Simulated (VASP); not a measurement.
VASP ran on this input.

### INCAR
```
SYSTEM = Na2S
PREC = Accurate
ENCUT = 500
EDIFF = 1E-6
NELM = 100
ALGO = Normal
LREAL = .FALSE.
LASPH = .TRUE.
ISMEAR = 0
SIGMA = 0.05
GGA = PS
LWAVE = .FALSE.
LCHARG = .FALSE.
IBRION = 2
ISIF = 3
NSW = 40
EDIFFG = -0.02
```

File POSCAR:
```
Na2S
1.0
  0.0000000000   3.2494931774   3.2494931774
  3.2494931774   0.0000000000   3.2494931774
  3.2494931774   3.2494931774   0.0000000000
Na S
2 1
direct
  0.2500000000   0.2500000000   0.2500000000
  0.7500000000   0.7500000000   0.7500000000
  0.0000000000   0.0000000000   0.0000000000
```

File KPOINTS:
```
Regular mesh
0
gamma
  6 6 6
```

POTCAR, in this order: Na_pv S (PBE.64 set). Program: vasp_std.

### Question
Translate this PBEsol calculation to Ansatz.

### Answer
One equivalent input (not run):
Ansatz 0.2 input:
```yaml
crystal:
  lattice:
    - [0.0000000, 3.2494932, 3.2494932]
    - [3.2494932, 0.0000000, 3.2494932]
    - [3.2494932, 3.2494932, 0.0000000]
  atoms:
    - { symbol: Na, position: [0.2500000, 0.2500000, 0.2500000] }
    - { symbol: Na, position: [0.7500000, 0.7500000, 0.7500000] }
    - { symbol: S, position: [0.0000000, 0.0000000, 0.0000000] }
kpoints:
  mp_grid: { grid: [6, 6, 6] }
hamiltonian:
  xc: pbesol
  pseudopotentials: { kind: paw }
scf:
  occupations: { method: gaussian, width: 0.05 }
  max_iter: 100
relax:
  max_steps: 40
  f_tol: 0.02
  cell: {}
output: { forces: true, stress: true, eigenvalues: true }
```
What does not carry over: each code has its own PAW files, so the cut-off isn't converted (ENCUT is set for VASP's; basis.ecutwfc is left out, and Ansatz then takes the one that its files recommend); Ansatz stops its SCF on the density residual and VASP on the energy change (EDIFF).

The compound is Na2S in the antifluorite structure. It was relaxed first.
